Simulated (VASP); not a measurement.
Given:

```xyz
2
Lattice="4.0698 0.0000 0.0000 0.0000 4.0698 0.0000 0.0000 0.0000 4.0698" Properties=species:S:1:pos:R:3 pbc="T T T"
Tl     0.0000     0.0000     0.0000
Br     2.0349     2.0349     2.0349
```

Computed with PBE GGA, VASP's PBE PAW potentials (set 64) (plane waves; VASP). Settings: 400 eV cut-off, 2×2×2 Γ-centred mesh, Gaussian smearing of 0.050 eV, potentials Tl_d Br.

Gaps are read on the run's mesh, which can miss a band edge. Unless said otherwise, spin-orbit coupling is left out, though it shifts the bands of the heavy elements here.

Q: What does the run give for the energy per atom (σ→0), pressure, band gap (on the k-mesh) with the smallest direct gap where there is one?

A: 
```
Item                                         Result
-----------------------------------  --------------
band gap (on the k-mesh)                    1.89 eV
smallest direct gap (on the k-mesh)         1.89 eV
energy per atom (σ→0)                -2.568 eV/atom
pressure                                   2.40 GPa
```

Only differences to runs with the same potentials and settings are physical.

The compound is TlBr in the CsCl type structure. The cell was not relaxed at this level. The k-mesh is coarse (spacing up to 0.77 per Å, 2π included), so the numbers may not be converged in it. The run is one of a series of settings (KPOINTS 2×2×2 Γ-centred mesh against the base run), some of them coarse on purpose.
